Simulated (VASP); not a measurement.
Output of a VASP run:

OUTCAR:
```
 ion  position               nearest neighbor table
   1  0.000  0.000  0.250-   3 1.42   3 1.42   3 1.42
   2  0.000  0.000  0.750-   4 1.42   4 1.42   4 1.42
   3  0.333  0.667  0.250-   1 1.42   1 1.42   1 1.42
   4  0.667  0.333  0.750-   2 1.42   2 1.42   2 1.42
  LATTYP: Found a hexagonal cell.
 ALAT       =     2.4675846981
 C/A-ratio  =     3.0864950828
 Subroutine PRICEL returns:
 Original cell was already a primitive cell.
 Subroutine GETGRP returns: Found 24 space group operations
The static configuration has the point symmetry D_3d.
 The point group associated with its full space group is D_6h.
The dynamic configuration has the point symmetry D_3d.
 Subroutine INISYM returns: Found 24 space group operations
 Subroutine IBZKPT returns following result:
 Found     81 irreducible k-points:

 Following reciprocal coordinates:
            Coordinates               Weight
  0.000000  0.000000  0.000000      1.000000
  0.066667  0.000000  0.000000      6.000000
  0.133333  0.000000  0.000000      6.000000
  0.200000  0.000000  0.000000      6.000000
  0.266667  0.000000  0.000000      6.000000
  0.333333  0.000000  0.000000      6.000000
  0.400000  0.000000  0.000000      6.000000
  0.466667  0.000000  0.000000      6.000000
  0.066667  0.066667  0.000000      6.000000
  0.133333  0.066667  0.000000     12.000000
  0.200000  0.066667  0.000000     12.000000
  0.266667  0.066667  0.000000     12.000000
  0.333333  0.066667  0.000000     12.000000
  0.400000  0.066667  0.000000     12.000000
  0.466667  0.066667  0.000000      6.000000
  0.133333  0.133333  0.000000      6.000000
  0.200000  0.133333  0.000000     12.000000
  0.266667  0.133333  0.000000     12.000000
  0.333333  0.133333  0.000000     12.000000
  0.400000  0.133333  0.000000     12.000000
  0.200000  0.200000  0.000000      6.000000
  0.266667  0.200000  0.000000     12.000000
  0.333333  0.200000  0.000000     12.000000
  0.400000  0.200000  0.000000      6.000000
  0.266667  0.266667  0.000000      6.000000
  0.333333  0.266667  0.000000     12.000000
  0.333333  0.333333  0.000000      2.000000
  0.000000  0.000000  0.200000      2.000000
  0.066667  0.000000  0.200000     12.000000
  0.133333  0.000000  0.200000     12.000000
  0.200000  0.000000  0.200000     12.000000
  0.266667  0.000000  0.200000     12.000000
  0.333333  0.000000  0.200000     12.000000
  0.400000  0.000000  0.200000     12.000000
  0.466667  0.000000  0.200000     12.000000
  0.066667  0.066667  0.200000     12.000000
  0.133333  0.066667  0.200000     24.000000
  0.200000  0.066667  0.200000     24.000000
  0.266667  0.066667  0.200000     24.000000
  0.333333  0.066667  0.200000     24.000000
   k-points           NKPTS =     81   k-points in BZ     NKDIM =     81   number of bands    NBANDS=     12
   number of dos      NEDOS =    301   number of ions     NIONS =      4
   total plane-waves  NPLWV =  17496
   dimension x,y,z NGX =    18 NGY =   18 NGZ =   54
   dimension x,y,z NGXF=    36 NGYF=   36 NGZF=  108
   ions per type =               4
   PREC   = accura    normal or accurate (medium, high low for compatibility)
   ISTART =      0    job   : 0-new  1-cont  2-samecut
   ICHARG =      2    charge: 1-file 2-atom 10-const
   ISPIN  =      1    spin polarized calculation?
   LNONCOLLINEAR =      F non collinear calculations
   LSORBIT =      F    spin-orbit coupling
   INIWAV =      1    electr: 0-lowe 1-rand  2-diag
   ENCUT  =  480.0 eV  35.28 Ry    5.94 a.u.   4.41  4.41 13.61*2*pi/ulx,y,z
   NELM   =    100;   NELMIN=  2; NELMDL= -5     # of ELM steps
   EDIFF  = 0.1E-05   stopping-criterion for ELM
   LREAL  =      F    real-space projection
   NLSPLINE    = F    spline interpolate recip. space projectors
   LMAXMIX     =    2 max onsite mixed and CHGCAR
   VOSKOWN=      0    Vosko Wilk Nusair interpolation
...
```

File OSZICAR:
```
...
DAV:   1    -0.368984336128E+02   -0.18688E-04   -0.40758E-04  1976   0.168E-01    0.131E-02
DAV:   2    -0.368984262038E+02    0.74090E-05   -0.96205E-06  2068   0.239E-02    0.731E-03
DAV:   3    -0.368984229523E+02    0.32516E-05   -0.10680E-05  2288   0.225E-02    0.210E-03
DAV:   4    -0.368984229691E+02   -0.16796E-07   -0.25092E-07  1236   0.409E-03
  12 F= -.36898423E+02 E0= -.36898272E+02  d E =-.387384E-04
       N       E                     dE             d eps       ncg     rms          rms(c)
DAV:   1    -0.368984675768E+02   -0.44625E-04   -0.15207E-03  1952   0.327E-01    0.237E-02
DAV:   2    -0.368984406411E+02    0.26936E-04   -0.33585E-05  2096   0.450E-02    0.136E-02
DAV:   3    -0.368984277438E+02    0.12897E-04   -0.39067E-05  2320   0.429E-02    0.406E-03
DAV:   4    -0.368984277713E+02   -0.27534E-07   -0.89038E-07  1708   0.763E-03
  13 F= -.36898428E+02 E0= -.36898277E+02  d E =-.435407E-04
       N       E                     dE             d eps       ncg     rms          rms(c)
DAV:   1    -0.368984285139E+02   -0.77016E-06   -0.27141E-05  2024   0.442E-02    0.324E-03
DAV:   2    -0.368984281267E+02    0.38719E-06   -0.55742E-07  1132   0.594E-03
  14 F= -.36898428E+02 E0= -.36898278E+02  d E =-.438961E-04
       N       E                     dE             d eps       ncg     rms          rms(c)
DAV:   1    -0.368984336258E+02   -0.51118E-05   -0.26123E-04  1968   0.137E-01    0.100E-02
DAV:   2    -0.368984289848E+02    0.46409E-05   -0.58395E-06  2192   0.187E-02    0.580E-03
DAV:   3    -0.368984268234E+02    0.21614E-05   -0.70252E-06  2292   0.182E-02    0.172E-03
DAV:   4    -0.368984267961E+02    0.27280E-07   -0.18602E-07  1188   0.349E-03
  15 F= -.36898427E+02 E0= -.36898276E+02  d E =-.425655E-04
       N       E                     dE             d eps       ncg     rms          rms(c)
DAV:   1    -0.368984295426E+02   -0.27192E-05   -0.68450E-05  1960   0.695E-02    0.503E-03
DAV:   2    -0.368984283071E+02    0.12355E-05   -0.14975E-06  1568   0.954E-03    0.291E-03
DAV:   3    -0.368984276862E+02    0.62086E-06   -0.18306E-06  1836   0.947E-03
  16 F= -.36898428E+02 E0= -.36898277E+02  d E =-.434556E-04
       N       E                     dE             d eps       ncg     rms          rms(c)
DAV:   1    -0.368984284394E+02   -0.13229E-06   -0.21317E-05  1976   0.386E-02    0.258E-03
DAV:   2    -0.368984281032E+02    0.33622E-06   -0.37639E-07  1032   0.497E-03
  17 F= -.36898428E+02 E0= -.36898277E+02  d E =-.438725E-04
       N       E                     dE             d eps       ncg     rms          rms(c)
DAV:   1    -0.368984280555E+02    0.38391E-06   -0.20075E-06  1268   0.133E-02    0.102E-03
DAV:   2    -0.368984279957E+02    0.59743E-07   -0.10632E-07  1096   0.339E-03
  18 F= -.36898428E+02 E0= -.36898277E+02  d E =-.437651E-04
       N       E                     dE             d eps       ncg     rms          rms(c)
DAV:   1    -0.368984413645E+02   -0.13309E-04   -0.15673E-04  2104   0.103E-01    0.901E-03
DAV:   2    -0.368984381022E+02    0.32623E-05   -0.43336E-06  2072   0.161E-02    0.478E-03
DAV:   3    -0.368984366794E+02    0.14228E-05   -0.41794E-06  2128   0.140E-02    0.121E-03
DAV:   4    -0.368984366755E+02    0.39227E-08   -0.72376E-08  1140   0.227E-03
  19 F= -.36898437E+02 E0= -.36898286E+02  d E =-.867978E-05
```

### OUTCAR
```
------------------------ aborting loop because EDIFF is reached ----------------------------------------
  FORCE on cell =-STRESS in cart. coord.  units (eV):
  Direction    XX          YY          ZZ          XY          YZ          ZX
  --------------------------------------------------------------------------------------
  Total        0.0353046      0.0353045      0.0287345      0.0000000     -0.0000000      0.0000000
  in kB        1.3740942      1.3740936      1.1183814      0.0000000     -0.0000000      0.0000000
  external PRESSURE =       1.2888564 kB  Pullay stress =       0.0000000 kB
  volume of cell :       41.16
      direct lattice vectors                 reciprocal lattice vectors
     1.233731042 -2.136884350  0.000000000     0.405274718 -0.233985522 -0.000000000
     1.233731042  2.136884350  0.000000000     0.405274718  0.233985522 -0.000000000
     0.000000000 -0.000000000  7.807165558    -0.000000000 -0.000000000  0.128087459
 POSITION                                       TOTAL-FORCE (eV/Angst)
 -----------------------------------------------------------------------------------
      0.00000     -0.00000      1.95179         0.000000     -0.000000     -0.000000
      1.23373      2.13688      5.85537        -0.000000      0.000000      0.000000
      1.23373      0.71230      1.95179         0.000000      0.000000     -0.000000
      1.23373     -0.71230      5.85537        -0.000000      0.000000      0.000000
 -----------------------------------------------------------------------------------
    total drift:                               -0.000000     -0.000000      0.000000
  FREE ENERGIE OF THE ION-ELECTRON SYSTEM (eV)
  ---------------------------------------------------
  free  energy   TOTEN  =       -36.8984366755 eV

  energy  without entropy=      -36.8979847637  energy(sigma->0) =      -36.89828604

 reached required accuracy - stopping structural energy minimisation
```
(Selected blocks of OUTCAR.)

### POSCAR
```
C
1
    1.2337925645    -2.1369909101    -0.0000000000
    1.2337925645     2.1369909101     0.0000000000
    0.0000000000    -0.0000000000     7.6161880370
C
4
Direct
  0.0000000000   0.0000000000   0.2500000000
  1.0000000000   0.0000000000   0.7500000000
  0.3333330000   0.6666670000   0.2500000000
  0.6666670000   0.3333330000   0.7500000000
```

Q: Write an INCAR and KPOINTS that could have produced this output.

A: Several could match; the one computed here: the input of the run itself, PBE GGA, plane waves, VASP's PBE PAW potentials (set 64).

**INCAR**
```
ALGO  =  Normal
EDIFF  =  1E-6
EDIFFG  =  -0.01
ENCUT  =  480
GGA  =  PE
IBRION  =  2
ISIF  =  3
ISMEAR  =  1
LASPH  =  T
LCHARG  =  F
LREAL  =  F
LWAVE  =  F
NELM  =  100
NSW  =  60
PREC  =  Accurate
SIGMA  =  0.1
SYSTEM  =  C
```

File KPOINTS:
```
Automatic mesh
0
Gamma
15 15 5
0 0 0
```

POTCAR, in this order: C (PBE.64 set). Program: vasp_std.

Energy and stress use the plane-wave basis of the starting cell. Without a dispersion term in the relaxation, distances and binding between the weakly bound layers, chains or molecules are unreliable, and so is what depends on them.

The compound is C in the graphite structure. This run relaxes it. Symmetry was kept, so distortions that lower it aren't found. The start is the result of an earlier pass.
